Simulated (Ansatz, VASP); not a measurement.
# AlH3: VASP beside Ansatz

Wanted: the spread between two codes on one cell, functional and k mesh. The cell is taken from a series of runs on this material, whose earlier steps may have relaxed, scaled, displaced or heated it; both programs get it as it stands.

Method: plane waves, with VASP 6.6.1 beside it; single point at LDA, in Ansatz 0.2.0.

### Step 1. The structure

Symmetry: R-3c, No. 167, trigonal system. The conventional cell has a = 4.449 Å, b = 4.449 Å, c = 11.804 Å, α = 90.00°, β = 90.00°, γ = 120.00°. Nearest to Al lie 6 H at 1.72 Å. Nearest to H lie 2 Al at 1.72 Å. Farther neighbours are not listed.

### Step 2. Ansatz: single point, LDA

Ansatz runs on its PAW soft_1 files.

A single point gives forces, pressure and levels at one fixed geometry, so differences don't come from the geometry; what else differs is listed under the comparison.

input.yaml

```yaml
crystal:
  lattice:
    - [2.22465, 1.2844022764, 3.9345666667]
    - [-2.22465, 1.2844022764, 3.9345666667]
    - [0.0, -2.5688045527, 3.9345666667]
  atoms:
    - { symbol: Al, position: [0.0, 0.0, 0.0] }
    - { symbol: Al, position: [0.5, 0.5, 0.5] }
    - { symbol: H, position: [0.878, 0.622, 0.25] }
    - { symbol: H, position: [0.25, 0.878, 0.622] }
    - { symbol: H, position: [0.622, 0.25, 0.878] }
    - { symbol: H, position: [0.122, 0.378, 0.75] }
    - { symbol: H, position: [0.75, 0.122, 0.378] }
    - { symbol: H, position: [0.378, 0.75, 0.122] }
kpoints:
  mp_grid: { grid: [4, 4, 4] }
hamiltonian:
  xc: lda
  pseudopotentials: { kind: paw, azcp: { folder: soft_1 }, xc_functional: pbe }
scf:
  occupations: { method: fixed }
  n_extra_bands: 35
output:
  wannier:
    kmesh: [4, 4, 4]
    projections:
      - { species: Al, l: s, shell: 3 }
      - { species: Al, l: p, shell: 3 }
      - { species: H, l: s, shell: 1 }
    minimise: true
    write_hr: true
    seedname: w
    conv_tol: 1.0e-06
    max_iter: 20000
    stability_check: false
    disentanglement:
      window: [-7.95, 21.75]
      frozen_window: [-7.95, 5.99]
      conv_tol: 1.0e-08
```

Command:

```
ansatz run input.yaml --threads 3 --pin off --max-ram 92160MiB --backend cuda --events-out ev --progress --plain --runs-dir out --devices 1 --max-vram 13GiB
```

Numbers of over 12 decimals in the logs are rounded to 6 here.

Output:

```text
scf.n_extra_bands = 35 over 6 filled bands (N_el = 12.0): the run solves 41 bands
GPUs: using 1 of 1 available (devices: 1).
Engine: ansatz 0.2.0, x86_64-unknown-linux-gnu
Pseudopotentials: kind: paw
Pseudopotential: Al, paw, valence charge 3, recommended cutoff 420 eV (normal), soft_1/Al.paw.azcp
Pseudopotential: H, paw, valence charge 1, recommended cutoff 420 eV (normal), soft_1/H.paw.azcp
Functional definition: SPW92
  exchange = slater_x
  correlation = pw_c
device memory: the entry about to start is reckoned to put 1.6 GiB on a device that reports 30.9 GiB free (of which the cap on the GPU budget leaves the run 13.0 GiB)
GPU FFT provider: cuFFT
GPU libraries: cuBLAS 13.8.2, cuFFT 12.4.0, cuSOLVER 12.3.4
Crystal: 8 atoms, lattice volume = 67.454 Å³
Basis set: ecut = 420 eV, 1309 PW (Γ)
Bands: 41, of which v1, the nominal top of the filled ones, is band 6 counted from 1 (5 counted from 0)
Symmetry: 12 space group operations
Space group: R-3c (ITA 167), of the structure as read, at distance tolerance 4.1e-5 Å
k-points: 13 of 64
Non-local potential: Al, projectors of the file, l = 0: 2, l = 1: 2, l = 2: 1
Non-local potential: H, projectors of the file, l = 0: 2, l = 1: 1
PAW form: soft (Blöchl's): semilocal exchange-correlation on the pseudo side does not see the compensation charge
PAW frozen core: Al, regenerated for the run's functional, and the local potential with it (the file was generated under x = pbe(κ = 0.804, μ = 0.219515), c = pbe(β = 0.066725))
PAW one-centre angular grid: Al, 110 points (default); XC on 64 Gauss nodes
PAW one-centre angular grid: H, 110 points (default); XC on 64 Gauss nodes
Initial density: superposition of atomic densities (chi_scale 0.1, normalization cell, long waves kept (reshape's long-wave potential 0.00 eV rms))
Initial wavefunctions: pseudopotential atomic-orbital guess
GPU buffer pool allocated for 32768 grid points (all kernels)
GPU transforms: local potential and band sums: pruned to the plane-wave sphere, on 32×32×32
Functional: x = slater, c = lda
SCF iter   1: F=—  HF=-1120.961248 eV  |F-HF|=—  |Δ(HF+E_count)|=         —  Δρ=8.33e-2  dr2=3.53e0  ethr=3.10e-3  ⟨swp⟩=4.0  Hψ=1987  notcnv=0  defer=300
preconditioner: auto → none  [insulator: Δε(μ)=2.766 eV  Ē_g=23.112 eV  n_scr=14 (ndim 8)  ℏωp=15.7 eV  f_vac=0.000  ε∞_Penn≈1.5]
SCF iter   2: F=—  HF=-1119.823277 eV  |F-HF|=—  |Δ(HF+E_count)|=    1.14e0  Δρ=2.98e-2  dr2=4.77e-1  ethr=3.10e-3  ⟨swp⟩=3.0  Hψ=725  notcnv=0  defer=426
SCF iter   3: F=—  HF=-1119.639575 eV  |F-HF|=—  |Δ(HF+E_count)|=   1.84e-1  Δρ=1.87e-3  dr2=8.44e-4  ethr=3.10e-3  ⟨swp⟩=2.8  Hψ=260  notcnv=0  defer=407
SCF iter   4: F=—  HF=-1119.639146 eV  |F-HF|=—  |Δ(HF+E_count)|=   4.28e-4  Δρ=1.79e-4  dr2=1.37e-5  ethr=7.03e-6  ⟨swp⟩=3.0  Hψ=255  notcnv=0  defer=429
SCF iter   5: F=—  HF=-1119.639156 eV  |F-HF|=—  |Δ(HF+E_count)|=   9.78e-6  Δρ=1.82e-5  dr2=1.15e-7  ethr=1.15e-7  ⟨swp⟩=1.1  Hψ=535  notcnv=0  defer=365
SCF iter   6: F=-1119.639156 eV  HF=-1119.639156 eV  |F-HF|=2.14e-11  |Δ(HF+E_count)|=   2.49e-8  Δρ=9.51e-7  dr2=3.11e-10  ethr=8.33e-10  ⟨swp⟩=10.2  Hψ=3794  notcnv=0
SCF 1 converged in 6 iterations: F = -1119.639156 eV  dr2 = 3.11e-10
  greatest PAW one-centre occupation: 0.398 electrons in one spin orbital (limit 2), on the Al atom at site 1 (counted from 0), in its partial waves of l = 0
device memory: the entry about to start is reckoned to put 2.1 GiB on a device that reports 38.4 GiB free (of which the cap on the GPU budget leaves the run 13.0 GiB)
NSCF: frozen V_eff on 13 k-points
the band table was solved once the SCF had ended and its energy, with any forces and stress, was formed, with the checks that follow a solve (2137 applications of the Hamiltonian). They found nothing against the state; the energy, forces and stress were not computed again (output.eigenvalues in the input reference)
device memory: the entry about to start is reckoned to put 1.4 GiB on a device that reports 38.5 GiB free (of which the cap on the GPU budget leaves the run 13.0 GiB)
NSCF: frozen V_eff on 16 k-points
the Wannier pass solved 16 of the 64 points of its mesh, and has the states at the others by symmetry: states obtained by the crystal's operations at points that were solved too leave a residual of 1.65e-13 eV (read by the count's bands and the next), within 8.33e-6 eV
SCF converged after 6 iterations
Free energy (F): -1119.639156 eV
Harris-Foulkes:  -1119.639156 eV  (|F-HF|=2.14e-11)
Internal energy: -1119.639156 eV  (E = F + TS)
E sigma→0 (E₀):  -1119.639156 eV
Fermi energy:    1.027552 eV
--- Per-component energies (eV) ---
  E_band       = -26.442041
  E_kinetic    = 128.777328
  E_local      = -83.793225  (includes V_loc(G=0)·N_el)
  E_nonlocal   = 23.102957
  E_hartree    = 22.883731
  E_xc         = -127.897182
  E_vxc        = -128.388763  (∫ρ·V_xc dr)
  E_paw        = -893.658642  (= ΣΔE_a)
  E_vpaw       = -11.901999  (= ΣTr[D̂ρ^β])
  E_aug_tail   = -0.005807  (compensation charges beyond the density's cutoff)
  E_ewald      = -189.159750
  E_core_change = 0.111433  (= ΣΔE_core)
  E_smearing   = -0.000000  (= −TS)
  E_closure    = 0.000000  (closes the sum)
  Σ components = -1119.639156   (vs F -1119.639156, Δ=0.00e0)
--- Band table (eV; the first three rows and the last of 13) ---
  k-point 0: bands = [... 2 lower, -0.7511, -0.7511, 0.9787, 0.9787, 2.9929, 6.6445, 6.7271, 6.7271, ... 31 higher]
  k-point 1: bands = [... 2 lower, -1.1533, -0.8407, 0.2879, 0.5399, 4.0556, 5.8211, 6.7063, 7.2138, ... 31 higher]
  k-point 2: bands = [... 2 lower, -0.6983, -0.6983, -0.3600, -0.3600, 4.7103, 4.7103, 8.4453, 8.4453, ... 31 higher]
  k-point 12: bands = [... 2 lower, -0.2403, -0.2403, -0.2403, -0.2403, 5.5830, 5.5830, 9.1963, 9.1963, ... 31 higher]
Wannier search: line search 1 of at most 20000: gauge-dependent spread (as the search counts it) 7.7359555 Å², largest recent change 2.0e0 Å² against conv_tol 1.0e-6 Å², 0 stops escaped
Wannier search: line search 100 of at most 20000: gauge-dependent spread (as the search counts it) 4.7135841 Å², largest recent change 1.7e-2 Å² against conv_tol 1.0e-6 Å², 0 stops escaped
Wannier search: line search 200 of at most 20000: gauge-dependent spread (as the search counts it) 4.4888182 Å², largest recent change 1.2e-5 Å² against conv_tol 1.0e-6 Å², 0 stops escaped
Wannier search: line search 300 of at most 20000: gauge-dependent spread (as the search counts it) 4.4878626 Å², largest recent change 1.3e-5 Å² against conv_tol 1.0e-6 Å², 0 stops escaped
Wannier search: line search 400 of at most 20000: gauge-dependent spread (as the search counts it) 4.4866231 Å², largest recent change 1.6e-5 Å² against conv_tol 1.0e-6 Å², 0 stops escaped
Wannier search: line search 500 of at most 20000: gauge-dependent spread (as the search counts it) 4.4848130 Å², largest recent change 2.4e-5 Å² against conv_tol 1.0e-6 Å², 0 stops escaped
Wannier search: line search 600 of at most 20000: gauge-dependent spread (as the search counts it) 4.4821456 Å², largest recent change 3.7e-5 Å² against conv_tol 1.0e-6 Å², 0 stops escaped
Wannier search: line search 700 of at most 20000: gauge-dependent spread (as the search counts it) 4.4785993 Å², largest recent change 4.2e-5 Å² against conv_tol 1.0e-6 Å², 0 stops escaped
Wannier search: line search 800 of at most 20000: gauge-dependent spread (as the search counts it) 4.4748407 Å², largest recent change 3.9e-5 Å² against conv_tol 1.0e-6 Å², 0 stops escaped
Wannier search: line search 900 of at most 20000: gauge-dependent spread (as the search counts it) 4.4719610 Å², largest recent change 2.7e-5 Å² against conv_tol 1.0e-6 Å², 0 stops escaped
Wannier search: line search 1000 of at most 20000: gauge-dependent spread (as the search counts it) 4.4703663 Å², largest recent change 1.2e-5 Å² against conv_tol 1.0e-6 Å², 0 stops escaped
Wannier search: line search 1100 of at most 20000: gauge-dependent spread (as the search counts it) 4.4696586 Å², largest recent change 4.9e-6 Å² against conv_tol 1.0e-6 Å², 0 stops escaped
Wannier search: line search 1200 of at most 20000: gauge-dependent spread (as the search counts it) 4.4693784 Å², largest recent change 2.0e-6 Å² against conv_tol 1.0e-6 Å², 0 stops escaped
```

Reading the cycles: dr2 is the Hartree energy of the density residual (eV), the measure of convergence; HF is the Harris–Foulkes estimate of the energy, which meets the free energy F at convergence.

### Step 3. VASP: single point, LDA

The same cell, functional (in two slightly different forms) and mesh now go to VASP, with its own data sets.

Lines of VASP's logs that name or quote its potential files are left out, and so is its time.

INCAR

```
SYSTEM = AlH3
PREC = Accurate
ENCUT = 400
EDIFF = 1E-06
NELM = 120
ISMEAR = 0
SIGMA = 0.01
LREAL = .FALSE.
ALGO = Normal
GGA = PW92
NBANDS = 14
LORBIT = 11
LWAVE = .FALSE.
LCHARG = .FALSE.
ISIF = 2
LASPH = .TRUE.
GGA_COMPAT = .FALSE.
EFERMI = MIDGAP
KPAR = 2
```

POSCAR

```
AlH3
1.0
    2.2246500000      1.2844022764      3.9345666667
   -2.2246500000      1.2844022764      3.9345666667
    0.0000000000     -2.5688045527      3.9345666667
Al H
2 6
Direct
    0.0000000000      0.0000000000      0.0000000000
    0.5000000000      0.5000000000      0.5000000000
    0.8780000000      0.6220000000      0.2500000000
    0.2500000000      0.8780000000      0.6220000000
    0.6220000000      0.2500000000      0.8780000000
    0.1220000000      0.3780000000      0.7500000000
    0.7500000000      0.1220000000      0.3780000000
    0.3780000000      0.7500000000      0.1220000000
```

KPOINTS

```
Automatic mesh
0
Gamma
4 4 4
0 0 0
```

PAW data sets: Al and H (LDA family, release 64).

Command:

```
mpirun -np 2 vasp_std
```

Output:

```text
[banner, memory and clock lines left out]
running    2 mpi-ranks, on    1 nodes
 distrk:  each k-point on    1 cores,    2 groups
 distr:  one band on    1 cores,    1 groups

 POSCAR found type information on POSCAR AlH
 POSCAR found :  2 types and       8 ions
|                                                                             |
|               ----> ADVICE to this user running VASP <----                  |
|                                                                             |
|     You enforced a specific xc type in the INCAR file but a different       |
|     [... a line on the potential file left out ...]
|     I HOPE YOU KNOW WHAT YOU ARE DOING!                                     |
|                                                                             |

 LDA part: xc-table for (Slater(with rela. corr.)+PW92), standard interpolation
 POSCAR, INCAR and KPOINTS ok, starting setup
 FFT: planning ... GRIDC
 FFT: planning ... GRID_SOFT
 FFT: planning ... GRID
 WAVECAR not read
 entering main loop
       N       E                     dE             d eps       ncg     rms          rms(c)
DAV:   1    -0.510845367227E+01   -0.51085E+01   -0.38283E+03   372   0.531E+02
DAV:   2    -0.298739637168E+02   -0.24766E+02   -0.23173E+02   488   0.944E+01
DAV:   3    -0.310196712507E+02   -0.11457E+01   -0.11419E+01   462   0.185E+01
DAV:   4    -0.310270776275E+02   -0.74064E-02   -0.74062E-02   424   0.180E+00
DAV:   5    -0.310272061348E+02   -0.12851E-03   -0.12851E-03   460   0.236E-01    0.808E+00
DAV:   6    -0.298991492297E+02    0.11281E+01   -0.57269E-01   430   0.371E+00    0.423E+00
DAV:   7    -0.294480517180E+02    0.45110E+00   -0.86395E-01   442   0.476E+00    0.551E-01
DAV:   8    -0.294486203087E+02   -0.56859E-03   -0.18163E-02   376   0.826E-01    0.204E-01
DAV:   9    -0.294487063942E+02   -0.86086E-04   -0.10976E-03   478   0.180E-01    0.858E-02
DAV:  10    -0.294486275898E+02    0.78804E-04   -0.19212E-04   424   0.670E-02    0.995E-03
DAV:  11    -0.294486290747E+02   -0.14849E-05   -0.49747E-06   454   0.133E-02    0.579E-03
DAV:  12    -0.294486290791E+02   -0.43235E-08   -0.19965E-07   218   0.227E-03
   1 F= -.29448629E+02 E0= -.29448629E+02  d E =0.000000E+00
```

Parts of OUTCAR (step 3):

```text
ion  position               nearest neighbor table
   1  0.000  0.000  0.000-   5 1.72   8 1.72   7 1.72   4 1.72   3 1.72   6 1.72   2 3.24   2 3.24
                             2 3.24   2 3.24   2 3.24   2 3.24
   2  0.500  0.500  0.500-   4 1.72   7 1.72   5 1.72   8 1.72   3 1.72   6 1.72   1 3.24   1 3.24
                             1 3.24   1 3.24   1 3.24   1 3.24
   3  0.878  0.622  0.250-   1 1.72   2 1.72
   4  0.250  0.878  0.622-   2 1.72   1 1.72
   5  0.622  0.250  0.878-   1 1.72   2 1.72
   6  0.122  0.378  0.750-   1 1.72   2 1.72
   7  0.750  0.122  0.378-   2 1.72   1 1.72
   8  0.378  0.750  0.122-   1 1.72   2 1.72

  LATTYP: Found a trigonal (rhomboedric) cell.
 ALAT       =     4.6988904738
 COS(alpha) =     0.5517061931

 Subroutine GETGRP returns: Found 12 space group operations
 (whereof  6 operations were pure point group operations)

The static configuration has the point symmetry S_6 .
 The point group associated with its full space group is D_3d.

 Found     13 irreducible k-points:

   k-points           NKPTS =     13   k-points in BZ     NKDIM =     13   number of bands    NBANDS=     14

   dimension x,y,z NGX =    32 NGY =   32 NGZ =   32
   dimension x,y,z NGXF=    64 NGYF=   64 NGZF=   64

   ENCUT  =  400.0 eV  29.40 Ry    5.42 a.u.   7.66  7.66  7.66*2*pi/ulx,y,z

   NELECT =      12.0000    total number of electrons

 k-points in reciprocal lattice and weights: Automatic mesh
   0.00000000  0.00000000  0.00000000       0.016
   0.25000000  0.00000000  0.00000000       0.094
   0.50000000  0.00000000  0.00000000       0.047
   0.25000000  0.25000000  0.00000000       0.094
   0.50000000  0.25000000  0.00000000       0.188
  -0.25000000  0.25000000  0.00000000       0.094
   0.50000000  0.50000000  0.00000000       0.047
   0.25000000  0.25000000  0.25000000       0.031
   0.50000000  0.25000000  0.25000000       0.094
  -0.25000000  0.25000000  0.25000000       0.094
   0.50000000  0.50000000  0.25000000       0.094
  -0.25000000  0.50000000  0.25000000       0.094
   0.50000000  0.50000000  0.50000000       0.016

 average (electrostatic) potential at core
       1 -75.8725       2 -75.8725       3 -33.3631       4 -33.3631       5 -33.3631
       6 -33.3631       7 -33.3631       8 -33.3631

 E-fermi :   1.8379

 k-point     1 :       0.0000    0.0000    0.0000
  band No.  band energies     occupation
    ...
      2      -1.5857      2.00000
      3      -0.9305      2.00000
      4      -0.9305      2.00000
      5       0.8090      2.00000
      6       0.8090      2.00000
      7       2.8188      0.00000
      8       6.4726      0.00000
      9       6.5428      0.00000
     10       6.5428      0.00000
     11       7.6407      0.00000
    ...

 k-point     2 :       0.2500    0.0000    0.0000
  band No.  band energies     occupation
    ...
      2      -2.9594      2.00000
      3      -1.3334      2.00000
      4      -1.0194      2.00000
      5       0.1140      2.00000
      6       0.3666      2.00000
      7       3.8787      0.00000
      8       5.6391      0.00000
      9       6.5304      0.00000
     10       7.0384      0.00000
     11       7.8379      0.00000
    ...

 k-point     3 :       0.5000    0.0000    0.0000
  band No.  band energies     occupation
    ...
      2      -5.5924      2.00000
      3      -0.8756      2.00000
      4      -0.8756      2.00000
      5      -0.5376      2.00000
      6      -0.5376      2.00000
      7       4.5307      0.00000
      8       4.5307      0.00000
      9       8.2739      0.00000
     10       8.2739      0.00000
     11      10.7566      0.00000
    ...

  Total       -0.7904056     -0.7904056     -0.9628910     -0.0000000     -0.0000000      0.0000000
  in kB      -18.7736922    -18.7736922    -22.8705594     -0.0000000     -0.0000000      0.0000000
  external PRESSURE =     -20.1393146 kB  Pullay stress =       0.0000000 kB

  energy-cutoff  :      400.00
  volume of cell :       67.45
      direct lattice vectors                 reciprocal lattice vectors
     2.224650000  1.284402276  3.934566667     0.224754456  0.129762046  0.084719198
    -2.224650000  1.284402276  3.934566667    -0.224754456  0.129762046  0.084719198
     0.000000000 -2.568804553  3.934566667     0.000000000 -0.259524091  0.084719198

 POSITION                                       TOTAL-FORCE (eV/Angst)
 -----------------------------------------------------------------------------------
      0.00000      0.00000      0.00000         0.000000      0.000000     -0.000000
      0.00000      0.00000      5.90185         0.000000      0.000000     -0.000000
      0.56951      1.28440      6.88549         0.075498      0.000000      0.000000
     -1.39708     -0.14899      6.88549        -0.037749      0.065383     -0.000000
      0.82757     -1.13541      6.88549        -0.037749     -0.065383     -0.000000
     -0.56951     -1.28440      4.91821        -0.075498      0.000000     -0.000000
      1.39708      0.14899      4.91821         0.037749     -0.065383     -0.000000
     -0.82757      1.13541      4.91821         0.037749      0.065383     -0.000000
 -----------------------------------------------------------------------------------
    total drift:                               -0.000000     -0.000000      0.000000

  FREE ENERGIE OF THE ION-ELECTRON SYSTEM (eV)
  ---------------------------------------------------
  free  energy   TOTEN  =       -29.4486290791 eV

  energy  without entropy=      -29.4486290791  energy(sigma->0) =      -29.44862908

 total charge
# of ion       s       p       d       tot
------------------------------------------
    1        0.363   0.398   0.000   0.761
    2        0.363   0.398   0.000   0.761
    3        0.581   0.006   0.000   0.587
    4        0.581   0.006   0.000   0.587
    5        0.581   0.006   0.000   0.587
    6        0.581   0.006   0.000   0.587
    7        0.581   0.006   0.000   0.587
    8        0.581   0.006   0.000   0.587
--------------------------------------------------
tot          4.212   0.831   0.000   5.043

[... 3 further parts left out ...]
```

The run ends at a pressure of -2.01 GPa, with forces up to 0.075 eV/Å.

### Step 4. Comparison

Known differences besides the potentials themselves: fixed occupations in Ansatz, narrow Gaussian smearing in VASP; the cutoff is 420 eV in Ansatz and 400 eV in VASP; VASP's log shows a relativistic correction to its local exchange, Ansatz's none. Total energies have different zeros and are not compared.

The two programs side by side:

```
              quantity  Ansatz   VASP  difference
gap on the k mesh (eV)   1.965  1.962      +0.004
```

A gap on the mesh is an upper bound, since the band edges may lie between its points.

### Step 5. What came out

```yaml
difference_in_gap_on_the_k_mesh_single_point_lda: 0.0035 eV
```

What this shows: The difference in gap on the k mesh is 0.0035 eV (single point, LDA), within the 0.08 eV picked in this series as the mark of a large difference. Such differences can come from data sets, numerical settings and the points named under the comparisons, not from the functional's error against experiment.

[Lines on the potential files, build, host, timing and source positions are cut from VASP's logs without a mark.]

[Logs are printed without paths, hosts, clocks, repeated set-up lines and the standing remarks that a program may print on its own settings, such as how far it seeks lower states.]

[Hosts, paths, dates, database ids (printed as entryN), source tags and the programs' standing remarks are cut or masked in the printed files.]
